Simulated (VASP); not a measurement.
Energy against volume of Ge (diamond). Calculation: RPBE GGA, VASP's PBE PAW potentials (set 64) (plane waves; VASP). Run with 520 eV cut-off, 11×11×11 Γ-centred mesh, first-order Methfessel-Paxton smearing of 0.10 eV, potentials Ge_d.

```json
[
 {"V (Å³/atom)": "23.782", "E (eV/atom)": "-4.17849"},
 {"V (Å³/atom)": "24.518", "E (eV/atom)": "-4.18304"},
 {"V (Å³/atom)": "25.253", "E (eV/atom)": "-4.18004"},
 {"V (Å³/atom)": "25.989", "E (eV/atom)": "-4.17072"}
]
```

Problem. Fit these four points and predict the energy of the run at 23.047 Å³/atom.

Solution. A cubic in V^(−2/3), the third-order Birch-Murnaghan form, passes through the four points with V0 = 24.57 Å³/atom and B0 = 54 GPa, and gives -4.1649 eV/atom there. The run gave -4.1649 eV/atom, -0.0 meV/atom from the fit; all five points give B0 = 54 GPa.

The compound is Ge in the diamond structure. It was relaxed first, which changed the volume by +9 %.
